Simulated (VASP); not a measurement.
Level of theory: PW91 GGA, VASP's PBE PAW potentials (set 64) (plane waves; VASP).

Input for VASP

### POSCAR
```
CoSi2
1
    0.0000000000     2.7097999539     2.7097999539
    2.7097999539     0.0000000000     2.7097999539
    2.7097999539     2.7097999539     0.0000000000
Co Si
1 2
Direct
  0.0000000000   0.0000000000   0.0000000000
  0.2500000000   0.2500000000   0.2500000000
  0.7500000000   0.7500000000   0.7500000000
```

### INCAR
```
ALGO  =  Normal
EDIFF  =  1E-7
ENCUT  =  520
GGA  =  91
ISIF  =  2
ISMEAR  =  1
LASPH  =  .True.
LCHARG  =  .False.
LMAXMIX  =  4
LREAL  =  .False.
LWAVE  =  .False.
NELM  =  100
PREC  =  Accurate
SIGMA  =  0.1
SYSTEM  =  CoSi2
```

KPOINTS:
```
Automatic mesh
0
Gamma
10 10 10
0 0 0
```

POTCAR, in this order: Co Si (PBE.64 set). Program: vasp_std.

Output

### OSZICAR
```
       N       E                     dE             d eps       ncg     rms          rms(c)
DAV:   1     0.720525378254E+02    0.72053E+02   -0.71234E+03  1128   0.136E+03
DAV:   2    -0.161632396275E+02   -0.88216E+02   -0.82681E+02  1132   0.257E+02
DAV:   3    -0.204210556067E+02   -0.42578E+01   -0.41236E+01  1488   0.650E+01
DAV:   4    -0.205192345661E+02   -0.98179E-01   -0.97904E-01  1352   0.933E+00
DAV:   5    -0.205221653465E+02   -0.29308E-02   -0.29300E-02  1500   0.168E+00    0.136E+01
DAV:   6    -0.243014531191E+02   -0.37793E+01   -0.40609E+01  1448   0.134E+02    0.182E+01
DAV:   7    -0.191808102940E+02    0.51206E+01   -0.16872E+01  1528   0.106E+02    0.313E+00
DAV:   8    -0.192109469432E+02   -0.30137E-01   -0.10741E+00  1372   0.894E+00    0.188E+00
DAV:   9    -0.191761937553E+02    0.34753E-01   -0.11127E-01  1440   0.702E+00    0.433E-01
DAV:  10    -0.191760903355E+02    0.10342E-03   -0.62071E-03  1576   0.107E+00    0.892E-02
DAV:  11    -0.191760199110E+02    0.70424E-04   -0.48379E-04  1680   0.427E-01    0.394E-02
DAV:  12    -0.191760377498E+02   -0.17839E-04   -0.41859E-05  1244   0.623E-02    0.238E-02
DAV:  13    -0.191760365967E+02    0.11531E-05   -0.38804E-06  1656   0.188E-02    0.505E-03
DAV:  14    -0.191760367006E+02   -0.10393E-06   -0.67539E-07  1504   0.119E-02    0.302E-03
DAV:  15    -0.191760368398E+02   -0.13923E-06   -0.15227E-07   864   0.845E-03    0.611E-04
DAV:  16    -0.191760368964E+02   -0.56520E-07   -0.71741E-08   688   0.201E-03
   1 F= -.19176037E+02 E0= -.19176413E+02  d E =0.112769E-02
```

### OUTCAR
```
------------------------ aborting loop because EDIFF is reached ----------------------------------------
  FORCE on cell =-STRESS in cart. coord.  units (eV):
  Direction    XX          YY          ZZ          XY          YZ          ZX
  --------------------------------------------------------------------------------------
  Total       -1.2445736     -1.2445736     -1.2445736     -0.0000000     -0.0000000      0.0000000
  in kB      -50.1059710    -50.1059710    -50.1059710     -0.0000000     -0.0000000      0.0000000
  external PRESSURE =     -50.1059710 kB  Pullay stress =       0.0000000 kB
  volume of cell :       39.80
      direct lattice vectors                 reciprocal lattice vectors
     0.000000000  2.709799954  2.709799954    -0.184515466  0.184515466  0.184515466
     2.709799954  0.000000000  2.709799954     0.184515466 -0.184515466  0.184515466
     2.709799954  2.709799954  0.000000000     0.184515466  0.184515466 -0.184515466
 POSITION                                       TOTAL-FORCE (eV/Angst)
 -----------------------------------------------------------------------------------
      0.00000      0.00000      0.00000         0.000000      0.000000      0.000000
      1.35490      1.35490      1.35490         0.000000      0.000000     -0.000000
      4.06470      4.06470      4.06470        -0.000000     -0.000000     -0.000000
 -----------------------------------------------------------------------------------
    total drift:                                0.000000     -0.000000     -0.000000
  FREE ENERGIE OF THE ION-ELECTRON SYSTEM (eV)
  ---------------------------------------------------
  free  energy   TOTEN  =       -19.1760368964 eV

  energy  without entropy=      -19.1771645842  energy(sigma->0) =      -19.17641279
```
(Selected blocks of OUTCAR.)

The compound is CoSi2 in the fluorite structure. This cell is one point of a volume scan, at 1.03 of the reference volume. The run is not spin-polarised, so no magnetic state was tried. The electron count is odd and the run is not spin-polarised, which forces a metal.
